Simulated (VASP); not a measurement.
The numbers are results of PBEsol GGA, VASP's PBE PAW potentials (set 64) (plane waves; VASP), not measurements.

VASP ran on this input.

### INCAR
```
LCHARG=.False.
PREC=Accurate
NELM=100
LMAXMIX=6   # l cut-off of mixed one-centre charges
SIGMA=0.1   # width (eV)
ENCUT=480
EDIFF=1E-7   # SCF stop (eV)
GGA=PS
ISIF=2   # forces and stress, cell fixed
LWAVE=.False.
LREAL=.False.
ISMEAR=1   # Methfessel-Paxton
LASPH=.True.
SYSTEM=Pr
ALGO=Normal   # blocked Davidson
```

File POSCAR:
```
Pr
1.0
  3.6540649835   0.0000000000   0.0000000000
 -1.8270324918   3.1645133974   0.0000000000
  0.0000000000   0.0000000000  11.7881732661
Pr
4
Cart
  0.0000000000   0.0000000000   0.0000000000
  0.0000000000   0.0000000000   5.8940866330
 -0.0000018271   2.1096766531   2.9470433165
  1.8270343188   1.0548367443   8.8411299496
```

File KPOINTS:
```
Regular mesh
0
gamma
  10 10 4
0 0 0
```

POTCAR, in this order: Pr_3 (PBE.64 set). Program: vasp_std.

What will the output report for the number of irreducible k-points (NKPTS), number of bands (NBANDS), largest plane-wave count, number of space-group operations, FFT grid (NGX, NGY, NGZ)?

* **number of irreducible k-points (NKPTS)**: 42
* **number of bands (NBANDS)**: 26
* **largest plane-wave count**: 3295
* **number of space-group operations**: 24
* **FFT grid (NGX, NGY, NGZ)**: 28 × 28 × 84

The structure comes from a computed database's Pr entry (P6_3/mmc); how it stands against other phases isn't given here. It was relaxed first, which changed the volume by -7 %. The 4f electrons are frozen in the core of the lanthanide potential, so 4f levels, which can set the real gap, and their magnetism are missing.
